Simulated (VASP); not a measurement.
Given:

```
Cd35S18Se18
1.0
   12.88341     0.00000     0.00000
   -6.44171    11.15736     0.00000
    0.00000     0.00000    14.01650
Cd Se S
35 18 18
Direct
  0.00000   0.00000   0.24511
  0.11111   0.22222   0.00482
  0.00000   0.00000   0.74511
  0.11111   0.22222   0.50482
  0.00000   0.33333   0.24511
  0.11111   0.55556   0.00482
  0.00000   0.33333   0.74511
  0.11111   0.55556   0.50482
  0.00000   0.66667   0.24511
  0.11111   0.88889   0.00482
  0.00000   0.66667   0.74511
  0.11111   0.88889   0.50482
  0.33333   0.00000   0.24511
  0.44444   0.22222   0.00482
  0.33333   0.00000   0.74511
  0.44444   0.22222   0.50482
  0.33333   0.33333   0.24511
  0.44444   0.55556   0.00482
  0.33333   0.33333   0.74511
  0.33333   0.66667   0.24511
  0.44444   0.88889   0.00482
  0.33333   0.66667   0.74511
  0.44444   0.88889   0.50482
  0.66667   0.00000   0.24511
  0.77778   0.22222   0.00482
  0.66667   0.00000   0.74511
  0.77778   0.22222   0.50482
  0.66667   0.33333   0.24511
  0.77778   0.55556   0.00482
  0.66667   0.33333   0.74511
  0.77778   0.55556   0.50482
  0.66667   0.66667   0.24511
  0.77778   0.88889   0.00482
  0.66667   0.66667   0.74511
  0.77778   0.88889   0.50482
  0.11111   0.22222   0.31288
  0.11111   0.22222   0.81288
  0.11111   0.55556   0.31288
  0.11111   0.55556   0.81288
  0.11111   0.88889   0.31288
  0.11111   0.88889   0.81288
  0.44444   0.22222   0.31288
  0.44444   0.22222   0.81288
  0.44234   0.55762   0.31362
  0.44444   0.55556   0.81288
  0.44444   0.88889   0.31288
  0.44444   0.88889   0.81288
  0.77778   0.22222   0.31288
  0.77778   0.22222   0.81288
  0.77778   0.55556   0.31288
  0.77778   0.55556   0.81288
  0.77778   0.88889   0.31288
  0.77778   0.88889   0.81288
  0.00000   0.00000   0.06119
  0.00000   0.00000   0.56119
  0.00000   0.33333   0.06119
  0.00000   0.33333   0.56119
  0.00000   0.66667   0.06119
  0.00000   0.66667   0.56119
  0.33333   0.00000   0.06119
  0.33333   0.00000   0.56119
  0.33333   0.33333   0.06119
  0.32939   0.33015   0.56284
  0.33333   0.66667   0.06119
  0.33225   0.66529   0.56053
  0.66667   0.00000   0.06119
  0.66667   0.00000   0.56119
  0.66667   0.33333   0.06119
  0.66667   0.33333   0.56119
  0.66667   0.66667   0.06119
  0.66497   0.66524   0.56309
```

Method: PBE GGA, VASP's PBE PAW potentials (set 64) (plane waves; VASP 6.6.1). Run with PREC = Normal, LREAL = Auto, ISYM = 0, EDIFF = 1E-5, 400 eV cut-off, 1×1×1 Γ-centred mesh, Gaussian smearing of 0.050 eV, potentials Cd Se S.

The supercell is sampled at Γ alone, which is coarse: total energies, pressure and levels can be off, energies of defects by several tenths of an eV.

Q: The ions are relaxed. Which structure does the run end with?

A: 
```
Cd35S18Se18
1.0
   12.88341     0.00000     0.00000
   -6.44171    11.15736     0.00000
    0.00000     0.00000    14.01650
Cd Se S
35 18 18
Direct
  0.99966   0.00041   0.24444
  0.11138   0.22296   0.00487
  0.99957   0.00010   0.74278
  0.11684   0.22389   0.50736
  0.00134   0.33404   0.24599
  0.11118   0.55530   0.00467
  0.00073   0.33345   0.74211
  0.11653   0.55923   0.50689
  0.99947   0.66585   0.24480
  0.11127   0.88871   0.00455
  0.99979   0.66612   0.74280
  0.11150   0.88840   0.50662
  0.33411   0.00051   0.24481
  0.44436   0.22263   0.00471
  0.33384   0.00015   0.74277
  0.44038   0.22447   0.50697
  0.33958   0.34703   0.24609
  0.44434   0.55549   0.00341
  0.33375   0.33423   0.73674
  0.33993   0.65999   0.24550
  0.44478   0.88874   0.00458
  0.33366   0.66625   0.73601
  0.44041   0.88295   0.50688
  0.66582   0.99852   0.24607
  0.77771   0.22202   0.00447
  0.66660   0.99925   0.74210
  0.77749   0.22229   0.50554
  0.66567   0.33428   0.24534
  0.77731   0.55559   0.00466
  0.66654   0.33333   0.74265
  0.77516   0.55925   0.50698
  0.65276   0.66022   0.24600
  0.77685   0.88838   0.00497
  0.66541   0.66606   0.73671
  0.77573   0.88274   0.50723
  0.11271   0.22275   0.31408
  0.11199   0.22254   0.81374
  0.11309   0.55684   0.31372
  0.11196   0.55577   0.81336
  0.11102   0.88894   0.31423
  0.11108   0.88890   0.81354
  0.44301   0.22320   0.31371
  0.44386   0.22262   0.81356
  0.44406   0.55587   0.33407
  0.44413   0.55552   0.81296
  0.44306   0.88676   0.31371
  0.44416   0.88791   0.81332
  0.77757   0.22234   0.31349
  0.77796   0.22193   0.81303
  0.77670   0.55693   0.31367
  0.77728   0.55606   0.81347
  0.77710   0.88709   0.31402
  0.77719   0.88765   0.81381
  0.99994   0.99997   0.06139
  0.99973   0.99971   0.56078
  0.99965   0.33320   0.06233
  0.00032   0.33336   0.55991
  0.99985   0.66659   0.06154
  0.99943   0.66590   0.56066
  0.33342   0.00004   0.06153
  0.33391   0.00025   0.56063
  0.33340   0.33388   0.06237
  0.33316   0.33351   0.55909
  0.33349   0.66648   0.06190
  0.33318   0.66638   0.55851
  0.66676   0.00021   0.06239
  0.66635   0.99931   0.55992
  0.66673   0.33320   0.06182
  0.66611   0.33350   0.56019
  0.66594   0.66635   0.06228
  0.66599   0.66624   0.55901
```

Q: How much energy does the relaxation gain?

A: The energy (σ→0) changes by -5.4 meV/atom, in 14 ionic steps.

The cell is a supercell with a defect, built from a database entry that may be metastable or hypothetical: vac_Cd. The run is not spin-polarised, so no state with unpaired spins was tried.
